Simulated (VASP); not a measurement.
# ScPd under strain, part 2 of 4

How does the pressure of ScPd answer to a change of volume? The bands are shown for each cell. All runs use PBEsol. Left out of this account: 1 further run (self-consistent run: a reference on another mesh). The start is a cell from a database of measured crystal structures.

VASP 6.6.1; PBEsol; plane waves and PAW (Sc_sv, Pd).

Still holding for the runs below: This run has no spin polarisation. Its electron count is odd, so without a moment it is a metal by construction. Spin-orbit coupling is off here; it would split degenerate levels.

So far, pressure (GPa): step 2 (bands, cell as listed) -1.70; step 3 (cell volume +4.0 %) -5.94.

## Step 4: Bands, volume times 1.08

The cell is expanded evenly, with fractional positions held.

Input file INCAR:

```
SYSTEM = ScPd
PREC = Accurate
ENCUT = 400
EDIFF = 1E-06
NELM = 100
ISMEAR = -1
SIGMA = 0.05
LREAL = .FALSE.
ALGO = Normal
GGA = PS
NBANDS = 22
LASPH = .TRUE.
LORBIT = 11
LWAVE = .FALSE.
LCHARG = .FALSE.
KPAR = 2
```

Input file POSCAR:

```
ScPd
1.0
    3.3683106198      0.0000000000      0.0000000000
    0.0000000000      3.3683106198      0.0000000000
    0.0000000000      0.0000000000      3.3683106198
Sc Pd
1 1
Direct
    0.5000000000      0.5000000000      0.5000000000
    0.0000000000      0.0000000000      0.0000000000
```

Input file KPOINTS:

```
Automatic mesh
0
Gamma
12 12 12
0 0 0
```

Input file KPOINTS_OPT:

```
Line mode
16
Line-mode
Reciprocal
  0.00000000   0.00000000   0.00000000 GAMMA
  0.00000000   0.50000000   0.00000000 X

  0.00000000   0.50000000   0.00000000 X
  0.50000000   0.50000000   0.00000000 M

  0.50000000   0.50000000   0.00000000 M
  0.00000000   0.00000000   0.00000000 GAMMA

  0.00000000   0.00000000   0.00000000 GAMMA
  0.50000000   0.50000000   0.50000000 R

  0.50000000   0.50000000   0.50000000 R
  0.00000000   0.50000000   0.00000000 X

  0.50000000   0.50000000   0.00000000 M
  0.50000000   0.50000000   0.50000000 R
```

The projector-augmented-wave data sets are Sc_sv and Pd (PBE family, release 64).

Run with:

```
$ mpirun -np 2 vasp_std
```

Log:

```text
[... set-up lines as in an earlier step ...]
 entering main loop
       N       E                     dE             d eps       ncg     rms          rms(c)
DAV:   1     0.163744274085E+03    0.16374E+03   -0.85095E+03  3784   0.782E+02
DAV:   2    -0.107666364137E+02   -0.17451E+03   -0.16698E+03  3764   0.279E+02
DAV:   3    -0.157777940680E+02   -0.50112E+01   -0.49561E+01  4430   0.594E+01
DAV:   4    -0.158824330411E+02   -0.10464E+00   -0.10458E+00  4416   0.717E+00
DAV:   5    -0.158878318247E+02   -0.53988E-02   -0.53986E-02  5398   0.165E+00    0.767E+00
DAV:   6    -0.144710312816E+02    0.14168E+01   -0.16518E+00  4922   0.159E+01    0.323E+00
DAV:   7    -0.143040155236E+02    0.16702E+00   -0.77087E-01  4526   0.647E+00    0.139E+00
DAV:   8    -0.142579687745E+02    0.46047E-01   -0.14044E-01  5622   0.321E+00    0.629E-01
DAV:   9    -0.142541662423E+02    0.38025E-02   -0.33656E-02  4084   0.232E+00    0.327E-01
DAV:  10    -0.142520297559E+02    0.21365E-02   -0.13024E-02  4676   0.128E+00    0.104E-01
DAV:  11    -0.142517418209E+02    0.28793E-03   -0.15582E-03  5264   0.431E-01    0.372E-02
DAV:  12    -0.142517220373E+02    0.19784E-04   -0.92972E-05  5588   0.995E-02    0.643E-03
DAV:  13    -0.142517219378E+02    0.99438E-07   -0.17929E-06  3824   0.128E-02
   1 F= -.14251722E+02 E0= -.14245638E+02  d E =-.121674E-01
 Start KPOINTS_OPT (optional k-point list driver)
k-point batch [1-84\96]
       N       E                     dE             ncg
DAV:   1    -0.109052894674E+03   -0.42631E+05     3752
DAV:   2    -0.144306987293E+05   -0.14322E+05     3750
DAV:   3    -0.148261600135E+05   -0.39546E+03     4308
DAV:   4    -0.148343270785E+05   -0.81671E+01     4548
DAV:   5    -0.148347743548E+05   -0.44728E+00     5246
DAV:   6    -0.148347785574E+05   -0.42026E-02     4516
DAV:   7    -0.148347786487E+05   -0.91289E-04     5146
DAV:   8    -0.148347786493E+05   -0.62664E-06     2632
k-point batch [85-96\96]
       N       E                     dE             ncg
DAV:   1     0.392319226533E+05   -0.95184E+04      544
DAV:   2     0.372361541630E+05   -0.19958E+04      564
DAV:   3     0.371786861847E+05   -0.57468E+02      582
DAV:   4     0.371776034358E+05   -0.10827E+01      586
DAV:   5     0.371775316577E+05   -0.71778E-01      786
DAV:   6     0.371775312222E+05   -0.43550E-03      600
DAV:   7     0.371775312093E+05   -0.12923E-04      718
DAV:   8     0.371775312092E+05   -0.10848E-06      270
```

Elapsed: 15 s, on 2 MPI ranks of AMD EPYC 9R45, shared host; peak memory 0.33 GiB.

OUTCAR, selected parts (step 4):

```text
  LATTYP: Found a simple cubic cell.
 ALAT       =     3.3683106198

The static configuration has the point symmetry O_h .

 Found     84 irreducible k-points:

   ENCUT  =  400.0 eV  29.40 Ry    5.42 a.u.   5.49  5.49  5.49*2*pi/ulx,y,z

   NELECT =      21.0000    total number of electrons

 E-fermi :   6.4733

 k-point     1 :       0.0000    0.0000    0.0000
  band No.  band energies     occupation
    ...
      6       2.2240      2.00000
      7       2.2240      2.00000
      8       3.8422      2.00000
      9       3.8422      2.00000
     10       3.8422      2.00000
     11       7.5582      0.00000
     12       7.5582      0.00000
     13       9.4593      0.00000
     14       9.4593      0.00000
     15       9.4593      0.00000
    ...

 k-point     2 :       0.0833    0.0000    0.0000
  band No.  band energies     occupation
    ...
      6       2.2603      2.00000
      7       2.2814      2.00000
      8       3.8233      2.00000
      9       3.8233      2.00000
     10       3.8579      2.00000
     11       7.5007      0.00000
     12       7.5722      0.00000
     13       9.2803      0.00000
     14       9.2803      0.00000
     15       9.4318      0.00000
    ...

  Total       -2.2228260     -2.2228260     -2.2228260      0.0000000      0.0000000      0.0000000
  in kB      -93.1922172    -93.1922172    -93.1922172      0.0000000      0.0000000      0.0000000
  external PRESSURE =     -93.1922172 kB  Pullay stress =       0.0000000 kB

  energy-cutoff  :      400.00
  volume of cell :       38.22
      direct lattice vectors                 reciprocal lattice vectors
     3.368310620  0.000000000  0.000000000     0.296884733  0.000000000  0.000000000
     0.000000000  3.368310620  0.000000000     0.000000000  0.296884733  0.000000000
     0.000000000  0.000000000  3.368310620     0.000000000  0.000000000  0.296884733

 POSITION                                       TOTAL-FORCE (eV/Angst)
 -----------------------------------------------------------------------------------
      1.68416      1.68416      1.68416         0.000000      0.000000      0.000000
      0.00000      0.00000      0.00000         0.000000      0.000000      0.000000
 -----------------------------------------------------------------------------------
    total drift:                                0.000000      0.000000     -0.000000

  FREE ENERGIE OF THE ION-ELECTRON SYSTEM (eV)
  ---------------------------------------------------
  free  energy   TOTEN  =       -14.2517219378 eV

  energy  without entropy=      -14.2395545409  energy(sigma->0) =      -14.24563824

 total charge
# of ion       s       p       d       tot
------------------------------------------
    1        2.247   6.143   0.923   9.312
    2        0.572   0.371   8.465   9.408
--------------------------------------------------
tot          2.819   6.514   9.387  18.720

[... 4 parts as in an earlier step ...]

[... 6 further parts left out ...]
```

This step gave:

```
free energy (TOTEN)     : -14.25 eV
energy at zero smearing : -14.25 eV
Fermi energy            : 6.473 eV
pressure                : -9.319 GPa
```

Electronic bands along the path, in eV, zero at the Fermi level; # counts the bands kept, so #1 is VASP's band 5:

| point | #3 | #4 | #5 | #6 | #7 | #8 | #9 | #10 |
| --- | --- | --- | --- | --- | --- | --- | --- | --- |
| Γ | -4.25 | -2.63 | -2.63 | -2.63 | 1.08 | 1.08 | 2.99 | 2.99 |
| 0.53 of the way | -3.74 | -2.78 | -2.78 | -2.50 | 0.58 | 0.88 | 1.87 | 1.87 |
| X | -2.90 | -2.90 | -2.89 | -2.38 | -0.76 | 0.11 | 1.27 | 1.27 |
| 0.47 of the way | -3.10 | -3.09 | -2.87 | -1.35 | -0.90 | 0.85 | 1.39 | 2.02 |
| M | -3.32 | -3.32 | -1.85 | -0.55 | 0.56 | 0.56 | 1.51 | 2.83 |
| 0.47 of the way | -3.24 | -3.02 | -2.79 | -2.73 | 0.69 | 1.03 | 1.18 | 1.93 |
| Γ | -4.25 | -2.63 | -2.63 | -2.63 | 1.08 | 1.08 | 2.99 | 2.99 |
| 0.53 of the way | -3.31 | -3.10 | -3.10 | -2.95 | 0.87 | 0.87 | 2.00 | 2.00 |
| R | -3.68 | -1.82 | -1.82 | -0.97 | -0.97 | -0.97 | 3.35 | 3.35 |
| 0.47 of the way | -3.32 | -3.06 | -3.06 | -1.01 | -0.79 | 0.60 | 1.80 | 2.72 |
| X | -2.90 | -2.90 | -2.89 | -2.38 | -0.76 | 0.11 | 1.27 | 1.27 |
| jump to M | -3.32 | -3.32 | -1.85 | -0.55 | 0.56 | 0.56 | 1.51 | 2.83 |
| 0.53 of the way | -3.53 | -3.21 | -1.83 | -0.57 | -0.46 | -0.46 | 2.32 | 3.32 |
| R | -3.68 | -1.82 | -1.82 | -0.97 | -0.97 | -0.97 | 3.35 | 3.35 |

Of the projections kept (Sc, Pd), the largest for each band there; the rest of the weight can lie on other orbitals:

| point | #3 | #4 | #5 | #6 | #7 | #8 | #9 | #10 |
| --- | --- | --- | --- | --- | --- | --- | --- | --- |
| Γ | Pd 0.88 | Pd 0.95 | Pd 0.95 | Pd 0.95 | Sc 0.77 | Sc 0.77 | Sc 0.93 | Sc 0.93 |
| X | Pd 0.98 | Pd 0.98 | Sc 0.61 | Pd 1.00 | Pd 0.94 | Sc 1.00 | Sc 0.92 | Sc 0.92 |
| M | Pd 0.89 | Pd 0.89 | Pd 1.00 | Pd 0.68 | Pd 0.62 | Pd 0.62 | Sc 0.78 | Sc 0.83 |
| Γ | Pd 0.88 | Pd 0.95 | Pd 0.95 | Pd 0.95 | Sc 0.77 | Sc 0.77 | Sc 0.93 | Sc 0.93 |
| R | Pd 0.95 | Pd 1.00 | Pd 1.00 | Sc 0.74 | Sc 0.74 | Sc 0.74 | Sc 1.00 | Sc 1.00 |
| X | Pd 0.98 | Pd 0.98 | Sc 0.61 | Pd 1.00 | Pd 0.94 | Sc 1.00 | Sc 0.92 | Sc 0.92 |

 The pressure is -9.32 GPa.

Between step 2 and this run (cell volume +8.0 %) the value for the pressure moves from -1.70 GPa to -9.32 GPa.

## Step 5: Bands, sheared, principal strains -2.9, -0.0, +3.0 %

The cell is sheared at fixed volume, which lowers its symmetry.

INCAR is that of step 4.

Input file POSCAR:

```
ScPd
1.0
    3.2850290000     -0.0134390000      0.0273970000
   -0.0134390000      3.1963960000      0.0340030000
    0.0273970000      0.0340030000      3.3705180000
Sc Pd
1 1
Direct
    0.5000000000      0.5000000000      0.5000000000
    0.0000000000      0.0000000000      0.0000000000
```

KPOINTS is that of step 4.

Input file KPOINTS_OPT:

```
Line mode
16
Line-mode
Reciprocal
  0.00000000   0.50000000   0.00000000 X
  0.00000000   0.00000000   0.00000000 GAMMA

  0.00000000   0.00000000   0.00000000 GAMMA
 -0.50000000   0.00000000   0.00000000 Y

 -0.50000000   0.50000000   0.00000000 L
  0.00000000   0.00000000   0.00000000 GAMMA

  0.00000000   0.00000000   0.00000000 GAMMA
  0.50000000   0.00000000   0.50000000 Z

  0.50000000   0.50000000   0.50000000 N
  0.00000000   0.00000000   0.00000000 GAMMA

  0.00000000   0.00000000   0.00000000 GAMMA
  0.00000000   0.00000000   0.50000000 M

  0.00000000   0.50000000   0.50000000 R
  0.00000000   0.00000000   0.00000000 GAMMA
```

Run with:

```
$ mpirun -np 2 vasp_std
```

Log:

```text
[... set-up lines as in an earlier step ...]
 entering main loop
       N       E                     dE             d eps       ncg     rms          rms(c)
DAV:   1     0.162085100631E+03    0.16209E+03   -0.84641E+03 39328   0.790E+02
DAV:   2    -0.110264401544E+02   -0.17311E+03   -0.16554E+03 38814   0.282E+02
DAV:   3    -0.157419268010E+02   -0.47155E+01   -0.46759E+01 46520   0.586E+01
DAV:   4    -0.158356960167E+02   -0.93769E-01   -0.93723E-01 46410   0.688E+00
DAV:   5    -0.158405294075E+02   -0.48334E-02   -0.48332E-02 54868   0.159E+00    0.861E+00
DAV:   6    -0.145414222920E+02    0.12991E+01   -0.14219E+00 52094   0.154E+01    0.338E+00
DAV:   7    -0.143699668059E+02    0.17146E+00   -0.61188E-01 53028   0.634E+00    0.117E+00
DAV:   8    -0.143426092017E+02    0.27358E-01   -0.87148E-02 57876   0.242E+00    0.594E-01
DAV:   9    -0.143379483252E+02    0.46609E-02   -0.24872E-02 42080   0.205E+00    0.298E-01
DAV:  10    -0.143364957243E+02    0.14526E-02   -0.77185E-03 48136   0.102E+00    0.785E-02
DAV:  11    -0.143363376102E+02    0.15811E-03   -0.61785E-04 59064   0.275E-01    0.186E-02
DAV:  12    -0.143363366291E+02    0.98109E-06   -0.12676E-05 49302   0.282E-02    0.468E-03
DAV:  13    -0.143363366312E+02   -0.21537E-08   -0.27404E-07 24470   0.433E-03
   1 F= -.14336337E+02 E0= -.14330178E+02  d E =-.123179E-01
 Start KPOINTS_OPT (optional k-point list driver)
k-point batch [1-112\112]
       N       E                     dE             ncg
DAV:   1     0.231218831093E+05   -0.38025E+05     5120
DAV:   2     0.467118171300E+04   -0.18451E+05     4988
DAV:   3     0.420371707769E+04   -0.46746E+03     5792
DAV:   4     0.419414518103E+04   -0.95719E+01     6344
DAV:   5     0.419362326728E+04   -0.52191E+00     6886
DAV:   6     0.419361809276E+04   -0.51745E-02     6472
DAV:   7     0.419361798861E+04   -0.10415E-03     6690
DAV:   8     0.419361798787E+04   -0.74444E-06     3932
```

Elapsed: 91 s, on 2 MPI ranks; peak memory 1.4 GiB.

Parts of OUTCAR (step 5):

```text
   k-points           NKPTS =    868   k-points in BZ     NKDIM =    868   number of bands    NBANDS=     22

   ENCUT  =  400.0 eV  29.40 Ry    5.42 a.u.   5.36  5.21  5.50*2*pi/ulx,y,z

   NELECT =      21.0000    total number of electrons

 E-fermi :   7.3178

 k-point     1 :       0.0000    0.0000    0.0000
  band No.  band energies     occupation
    ...
      6       2.5767      2.00000
      7       2.6034      2.00000
      8       4.3027      2.00000
      9       4.4385      2.00000
     10       4.5723      2.00000
     11       8.3046      0.00000
     12       8.6032      0.00000
     13      10.5350      0.00000
     14      10.5617      0.00000
     15      10.6518      0.00000
    ...

  Total       -0.2768852     -0.1384245     -0.7689048      0.0876112     -0.2134929     -0.1846799
  in kB      -12.5371198     -6.2677408    -34.8153316      3.9669598     -9.6667728     -8.3621412
  external PRESSURE =     -17.8733974 kB  Pullay stress =       0.0000000 kB

 POSITION                                       TOTAL-FORCE (eV/Angst)
 -----------------------------------------------------------------------------------
      1.64949      1.60848      1.71596         0.000000      0.000000      0.000000
      0.00000      0.00000      0.00000        -0.000000     -0.000000      0.000000
 -----------------------------------------------------------------------------------
    total drift:                                0.000000      0.000000     -0.000000

  FREE ENERGIE OF THE ION-ELECTRON SYSTEM (eV)
  ---------------------------------------------------
  free  energy   TOTEN  =       -14.3363366312 eV

  energy  without entropy=      -14.3240187237  energy(sigma->0) =      -14.33017768

[... 1 part as in an earlier step ...]

[... 14 further parts left out ...]
```

The path and its labels are those of the sheared lattice, so a letter need not mean the same point as in the unstrained cell.

Numbers from this step:

```yaml
irreducible_k_points: 868
symmetry_operations: 2
free_energy_toten: -14.34 eV
energy_at_zero_smearing: -14.33 eV
fermi_energy: 7.318 eV
pressure: -1.787 GPa
```

Electronic bands along the path, in eV, zero at the Fermi level; # counts the bands kept, so #1 is VASP's band 5:

| point | #3 | #4 | #5 | #6 | #7 | #8 | #9 | #10 |
| --- | --- | --- | --- | --- | --- | --- | --- | --- |
| X | -3.30 | -3.20 | -2.93 | -2.66 | -0.43 | 0.09 | 1.06 | 1.26 |
| 0.53 of the way | -4.20 | -3.08 | -2.97 | -2.84 | 0.78 | 1.14 | 2.00 | 2.15 |
| Γ | -4.71 | -3.01 | -2.88 | -2.75 | 0.99 | 1.29 | 3.22 | 3.24 |
| 0.53 of the way | -4.12 | -3.15 | -2.94 | -2.72 | 0.50 | 0.98 | 1.83 | 2.16 |
| Y | -3.26 | -3.07 | -3.06 | -2.60 | -0.75 | -0.01 | 1.11 | 1.53 |
| jump to L | -3.83 | -3.79 | -1.93 | -0.39 | 0.71 | 0.84 | 1.87 | 3.01 |
| 0.47 of the way | -3.54 | -3.45 | -3.06 | -2.97 | 0.89 | 1.17 | 1.33 | 1.94 |
| Γ | -4.71 | -3.01 | -2.88 | -2.75 | 0.99 | 1.29 | 3.22 | 3.24 |
| 0.47 of the way | -3.85 | -3.21 | -3.15 | -2.79 | 0.68 | 1.11 | 1.25 | 2.20 |
| Z | -3.54 | -3.48 | -2.09 | -0.77 | 0.32 | 0.54 | 1.37 | 3.07 |
| jump to N | -3.94 | -2.05 | -1.89 | -1.28 | -1.16 | -1.03 | 3.56 | 3.75 |
| 0.47 of the way | -3.63 | -3.45 | -3.40 | -3.19 | 0.84 | 1.01 | 2.13 | 2.14 |
| Γ | -4.71 | -3.01 | -2.88 | -2.75 | 0.99 | 1.29 | 3.22 | 3.24 |
| 0.47 of the way | -4.31 | -3.07 | -2.96 | -2.66 | 0.54 | 1.01 | 2.20 | 2.36 |
| M | -3.20 | -3.15 | -3.05 | -2.53 | -1.04 | -0.09 | 1.35 | 1.57 |
| jump to R | -3.71 | -3.63 | -2.04 | -0.53 | 0.46 | 0.76 | 1.63 | 2.99 |
| 0.47 of the way | -3.57 | -3.37 | -3.05 | -2.97 | 0.73 | 1.12 | 1.28 | 2.08 |
| Γ | -4.71 | -3.01 | -2.88 | -2.75 | 0.99 | 1.29 | 3.22 | 3.24 |

Of the projections kept (Sc, Pd), the largest for each band there; the rest of the weight can lie on other orbitals:

| point | #3 | #4 | #5 | #6 | #7 | #8 | #9 | #10 |
| --- | --- | --- | --- | --- | --- | --- | --- | --- |
| X | Pd 0.98 | Pd 0.98 | Sc 0.59 | Pd 1.00 | Pd 0.92 | Sc 1.00 | Sc 0.90 | Sc 0.92 |
| Γ | Pd 0.88 | Pd 0.93 | Pd 0.94 | Pd 0.95 | Sc 0.78 | Sc 0.75 | Sc 0.93 | Sc 0.93 |
| Y | Pd 0.98 | Sc 0.60 | Pd 0.99 | Pd 1.00 | Pd 0.93 | Sc 1.00 | Sc 0.90 | Sc 0.93 |
| L | Pd 0.88 | Pd 0.88 | Pd 1.00 | Pd 0.67 | Pd 0.63 | Pd 0.62 | Sc 0.77 | Sc 0.81 |
| Γ | Pd 0.88 | Pd 0.93 | Pd 0.94 | Pd 0.95 | Sc 0.78 | Sc 0.75 | Sc 0.93 | Sc 0.93 |
| Z | Pd 0.89 | Pd 0.90 | Pd 1.00 | Pd 0.68 | Pd 0.62 | Pd 0.62 | Sc 0.78 | Sc 0.84 |

 The pressure is -1.79 GPa, and the symmetry operations fall from 48 to 2.

(Part 2 of 4 ends here.)

[Lines on the potential files, build, host, timing and source positions are cut from VASP's logs without a mark.]

[Logs are printed without paths, hosts, clocks, repeated set-up lines and the standing remarks that a program may print on its own settings, such as how far it seeks lower states.]

[Hosts, paths, dates, database ids (printed as entryN), source tags and the programs' standing remarks are cut or masked in the printed files.]

[A measured line is paired with the nearest computed mode of its activity, which favours agreement.]
